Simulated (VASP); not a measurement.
A cell of NiAl (CsCl type) near equilibrium:

```
CELL_PARAMETERS angstrom
      2.86177     0.00000     0.00000
      0.00000     2.86177     0.00000
      0.00000     0.00000     2.86177
ATOMIC_POSITIONS crystal
  Al 0.50000 0.50000 0.50000
  Ni 0.00000 0.00000 0.00000
```

The numbers are results of r2SCAN meta-GGA, VASP's PBE PAW potentials (set 64) (plane waves; VASP), not measurements.

```
run               ΔE (meV/atom)   σxx   σyy   σzz  largest shear component, with its sign (GPa)  largest force (eV/Å)
----------------  -------------  ----  ----  ----  --------------------------------------------  --------------------
as it is                    0.0  0.13  0.13  0.13                                          0.00                 0.000
after one change           14.1  8.90  8.90  8.90                                          0.00                 0.000
```
Stress is in GPa, positive when the cell is compressed.

### Question
Name the change that produced these shifts.
A. isotropic strain of -0.5 %
B. biaxial strain of +1.5 % in the xz plane
C. isotropic strain of -1.5 %
D. biaxial strain of +1.0 % in the xy plane

### Answer
C, isotropic strain of -1.5 %

The compound is NiAl in the CsCl type structure. The run is not spin-polarised, so no magnetic state was tried. The electron count is odd and the run is not spin-polarised, which forces a metal.
